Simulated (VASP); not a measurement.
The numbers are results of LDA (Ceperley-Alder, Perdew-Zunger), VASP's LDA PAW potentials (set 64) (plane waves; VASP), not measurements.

VASP ran on this input.

**INCAR**
```
ALGO  =  Normal
EDIFF  =  1E-6
EDIFFG  =  -0.02
ENCUT  =  500
IBRION  =  2
ISIF  =  3
ISMEAR  =  0
LASPH  =  .TRUE.
LCHARG  =  .FALSE.
LMAXMIX  =  4
LREAL  =  .FALSE.
LWAVE  =  .FALSE.
NELM  =  100
NSW  =  40
PREC  =  Accurate
PSTRESS  =  50
SIGMA  =  0.05
SYSTEM  =  CuGaSe2
```

**KPOINTS**
```
K-points
0
G
 6 6 6
```

### POSCAR
```
CuGaSe2
1
   -2.6725198925     2.6725198925     5.3072885392
    2.6725198925    -2.6725198925     5.3072885392
    2.6725198925     2.6725198925    -5.3072885392
Ga Cu Se
2 2 4
Direct
  0.5000000000   0.5000000000   0.0000000000
  0.2500000000   0.7500000000   0.5000000000
  0.0000000000   1.0000000000   0.0000000000
  0.7500000000   0.2500000000   0.5000000000
  0.8750000000   0.8837111867   0.5087111867
  0.1162888133   0.6250000000   0.9912888133
  0.3750000000   0.3662888133   0.4912888133
  0.6337111867   0.1250000000   0.0087111867
```

POTCAR, in this order: Ga_d Cu Se (LDA.64 set). Program: vasp_std.

Output

**OUTCAR**
```
 ion  position               nearest neighbor table
   1  0.500  0.500  0.000-   5 2.34   6 2.34   8 2.34   7 2.34
   2  0.250  0.750  0.500-   8 2.34   5 2.34   7 2.34   6 2.34
   3  0.000  0.000  0.000-   5 2.28   7 2.28   8 2.28   6 2.28
   4  0.750  0.250  0.500-   5 2.28   6 2.28   8 2.28   7 2.28
   5  0.875  0.884  0.509-   3 2.28   4 2.28   2 2.34   1 2.34
   6  0.116  0.625  0.991-   4 2.28   3 2.28   2 2.34   1 2.34
   7  0.375  0.366  0.491-   3 2.28   4 2.28   1 2.34   2 2.34
   8  0.634  0.125  0.009-   3 2.28   4 2.28   1 2.34   2 2.34
  LATTYP: Found a body centered tetragonal cell.
 ALAT       =     5.3450397850
 C/A-ratio  =     1.9858742882
 Subroutine PRICEL returns:
 Original cell was already a primitive cell.
 Subroutine GETGRP returns: Found  8 space group operations
The static configuration has the point symmetry S_4 .
 The point group associated with its full space group is D_2d.
The dynamic configuration has the point symmetry S_4 .
 Subroutine INISYM returns: Found  8 space group operations
 Subroutine IBZKPT returns following result:
 Found     30 irreducible k-points:

 Following reciprocal coordinates:
            Coordinates               Weight
  0.000000  0.000000  0.000000      1.000000
...
```

### OSZICAR
```
       N       E                     dE             d eps       ncg     rms          rms(c)
DAV:   1     0.716055368474E+03    0.71606E+03   -0.31112E+04  2655   0.231E+03
DAV:   2     0.963293114825E+02   -0.61973E+03   -0.60349E+03  2636   0.585E+02
DAV:   3    -0.287368765657E+02   -0.12507E+03   -0.12129E+03  3115   0.222E+02
DAV:   4    -0.383942736774E+02   -0.96574E+01   -0.95477E+01  3714   0.614E+01
DAV:   5    -0.386796578776E+02   -0.28538E+00   -0.28437E+00  3688   0.112E+01    0.139E+01
DAV:   6    -0.384404177108E+02    0.23924E+00   -0.38536E+01  3581   0.107E+02    0.954E+00
DAV:   7    -0.364587153597E+02    0.19817E+01   -0.96474E+00  3400   0.772E+01    0.412E+00
DAV:   8    -0.366764952240E+02   -0.21778E+00   -0.38714E+00  3960   0.233E+01    0.323E+00
DAV:   9    -0.365301413889E+02    0.14635E+00   -0.10536E+00  3677   0.200E+01    0.422E-01
DAV:  10    -0.365348738007E+02   -0.47324E-02   -0.66969E-02  4096   0.360E+00    0.202E-01
DAV:  11    -0.365350444474E+02   -0.17065E-03   -0.10777E-02  3848   0.169E+00    0.115E-01
DAV:  12    -0.365348295831E+02    0.21486E-03   -0.15060E-03  3712   0.903E-01    0.172E-02
DAV:  13    -0.365348381178E+02   -0.85346E-05   -0.14061E-04  3888   0.125E-01    0.143E-02
DAV:  14    -0.365348382903E+02   -0.17251E-06   -0.39719E-05  3488   0.107E-01    0.876E-03
DAV:  15    -0.365348363482E+02    0.19421E-05   -0.10766E-05  2768   0.786E-02    0.268E-03
DAV:  16    -0.365348364775E+02   -0.12935E-06   -0.28428E-06  2008   0.147E-02
   1 F= -.31802953E+02 E0= -.31802953E+02  d E =-.318030E+02
       N       E                     dE             d eps       ncg     rms          rms(c)
DAV:   1    -0.410488473025E+02   -0.45140E+01   -0.79660E+01  2652   0.163E+02    0.140E+01
DAV:   2    -0.379050611966E+02    0.31438E+01   -0.24702E+01  3312   0.128E+02    0.548E+00
DAV:   3    -0.372680010976E+02    0.63706E+00   -0.61273E+00  3397   0.468E+01    0.427E+00
DAV:   4    -0.369448117375E+02    0.32319E+00   -0.15784E+00  3840   0.171E+01    0.635E-01
DAV:   5    -0.369287865791E+02    0.16025E-01   -0.82470E-02  3579   0.258E+00    0.323E-01
DAV:   6    -0.369233426418E+02    0.54439E-02   -0.45818E-03  3560   0.849E-01    0.137E-01
DAV:   7    -0.369229227316E+02    0.41991E-03   -0.25304E-03  4239   0.628E-01    0.385E-02
DAV:   8    -0.369229414776E+02   -0.18746E-04   -0.30851E-04  3832   0.164E-01    0.280E-02
DAV:   9    -0.369229402165E+02    0.12611E-05   -0.12616E-05  4114   0.401E-02    0.154E-02
DAV:  10    -0.369229398166E+02    0.39991E-06   -0.96962E-06  3736   0.497E-02
   2 F= -.31826328E+02 E0= -.31826328E+02  d E =-.233750E-01
       N       E                     dE             d eps       ncg     rms          rms(c)
DAV:   1    -0.378239504840E+02   -0.90101E+00   -0.16240E+01  2706   0.680E+01    0.781E+00
DAV:   2    -0.374317453973E+02    0.39221E+00   -0.12160E+01  2981   0.702E+01    0.429E+00
DAV:   3    -0.368575862924E+02    0.57416E+00   -0.28702E+00  3327   0.457E+01    0.158E+00
DAV:   4    -0.368410305964E+02    0.16556E-01   -0.70023E-01  3978   0.835E+00    0.137E+00
DAV:   5    -0.368107809069E+02    0.30250E-01   -0.17421E-01  3883   0.758E+00    0.329E-01
DAV:   6    -0.368103751058E+02    0.40580E-03   -0.10618E-02  3426   0.564E-01    0.212E-01
DAV:   7    -0.368093489388E+02    0.10262E-02   -0.23523E-03  4733   0.555E-01    0.742E-02
DAV:   8    -0.368092767252E+02    0.72214E-04   -0.11809E-03  3730   0.540E-01    0.282E-02
DAV:   9    -0.368092873102E+02   -0.10585E-04   -0.12756E-04  3354   0.674E-02    0.275E-02
DAV:  10    -0.368092823371E+02    0.49731E-05   -0.16897E-05  3757   0.524E-02    0.137E-02
DAV:  11    -0.368092827608E+02   -0.42366E-06   -0.13534E-05  3625   0.285E-02    0.938E-03
DAV:  12    -0.368092817750E+02    0.98572E-06   -0.96626E-07  1535   0.979E-03
   3 F= -.31884661E+02 E0= -.31884661E+02  d E =-.817079E-01
```

OUTCAR:
```
------------------------ aborting loop because EDIFF is reached ----------------------------------------
  FORCE on cell =-STRESS in cart. coord.  units (eV):
  Direction    XX          YY          ZZ          XY          YZ          ZX
  --------------------------------------------------------------------------------------
  Total        4.8992178      4.8992178      4.9381487      0.0000000     -0.0000000      0.0000000
  in kB       49.7420844     49.7420844     50.1373527      0.0000000     -0.0000000      0.0000000
  external PRESSURE =      -0.1261595 kB  Pullay stress =      50.0000000 kB
  volume of cell :      157.80
      direct lattice vectors                 reciprocal lattice vectors
    -2.708336762  2.708336762  5.378337193     0.000000000  0.184615151  0.092965536
     2.708336762 -2.708336762  5.378337193     0.184615151  0.000000000  0.092965536
     2.708336762  2.708336762 -5.378337193     0.184615151  0.184615151  0.000000000
 POSITION                                       TOTAL-FORCE (eV/Angst)
 -----------------------------------------------------------------------------------
      0.00000      0.00000      5.37834         0.000000      0.000000     -0.000000
      2.70834      0.00000      2.68917         0.000000     -0.000000      0.000000
      0.00000     -0.00000      0.00000         0.000000      0.000000     -0.000000
      0.00000      2.70834      2.68917         0.000000     -0.000000      0.000000
      1.40322      1.35417      6.72292         0.018317     -0.000000     -0.000000
      4.06251      1.30511     -1.34458         0.000000     -0.018317      0.000000
      1.30511      1.35417      1.34458        -0.018317     -0.000000      0.000000
     -1.35417      1.40322      4.03375         0.000000      0.018317     -0.000000
 -----------------------------------------------------------------------------------
    total drift:                               -0.000006     -0.000006     -0.000004
  FREE ENERGIE OF THE ION-ELECTRON SYSTEM (eV)
  ---------------------------------------------------
  free  energy   TOTEN  =       -36.8092817750 eV

  energy  without entropy=      -36.8092817750  energy(sigma->0) =      -36.80928178
  enthalpy is  TOTEN    =       -31.8846612652 eV   P V=        4.9246205099

 reached required accuracy - stopping structural energy minimisation
```
(Selected blocks of OUTCAR.)

**CONTCAR**
```
CuGaSe2
   1.00000000000000
    -2.7083367621456218    2.7083367621456218    5.3783371932695569
     2.7083367621456218   -2.7083367621456218    5.3783371932695569
     2.7083367621456218    2.7083367621456218   -5.3783371932695569
  Ga              Cu              Se
     2     2     4
Direct
     0.5000000000000000    0.5000000000000000    0.0000000000000000
     0.2500000000000000    0.7500000000000000    0.5000000000000000
     0.0000000000000000    0.0000000000000000    0.0000000000000000
     0.7500000000000000    0.2500000000000000    0.5000000000000000
     0.8750000000000000    0.8840565717886224    0.5090565717886224
     0.1159434282113776    0.6250000000000000    0.9909434282113776
     0.3750000000000000    0.3659434282113777    0.4909434282113777
     0.6340565717886224    0.1250000000000000    0.0090565717886224
```

OUTCAR:
```
 val. band max:        4.9713842463   @ k =   0.0000   0.0000   0.0000

 cond. band min:       5.4407619547   @ k =   0.0000   0.0000   0.0000


 Fermi energy:         5.1973722065

 k-point     1 :       0.0000    0.0000    0.0000
  band No.  band energies     occupation
      1     -10.8981      2.00000
      2     -10.8968      2.00000
      3     -10.8968      2.00000
      4     -10.6995      2.00000
      5     -10.6809      2.00000
      6     -10.6809      2.00000
      7     -10.6281      2.00000
      8     -10.6237      2.00000
      9     -10.6166      2.00000
     10     -10.6026      2.00000
     11     -10.2889      2.00000
     12      -8.3198      2.00000
     13      -8.3182      2.00000
     14      -8.3182      2.00000
     15      -3.1963      2.00000
     16      -1.8860      2.00000
     17      -0.6768      2.00000
     18      -0.2721      2.00000
     19      -0.2112      2.00000
     20       0.3182      2.00000
     21       0.3182      2.00000
     22       0.9065      2.00000
     23       0.9065      2.00000
     24       1.1425      2.00000
     25       1.1425      2.00000
     26       1.2080      2.00000
     27       2.2022      2.00000
     28       2.2245      2.00000
     29       2.3517      2.00000
     30       2.7392      2.00000
     31       2.7730      2.00000
     32       2.7730      2.00000
     33       2.8829      2.00000
     34       4.8788      2.00000
     35       4.8788      2.00000
     36       4.9714      2.00000
     37       5.4408      0.00000
     38       6.5972      0.00000
     39       7.0993      0.00000
     40       8.9098      0.00000
     41       8.9098      0.00000
     42       9.2031      0.00000
     43       9.7702      0.00000

 k-point     2 :       0.1667   -0.0000    0.0000
  band No.  band energies     occupation
      1     -10.9073      2.00000
      2     -10.8994      2.00000
      3     -10.8917      2.00000
      4     -10.7174      2.00000
      5     -10.6918      2.00000
...
```

Energy and stress use the plane-wave basis of the starting cell.

The compound is CuGaSe2 in the chalcopyrite structure. This run relaxes it under an external pressure of 5 GPa. Symmetry was kept, so distortions that lower it aren't found.
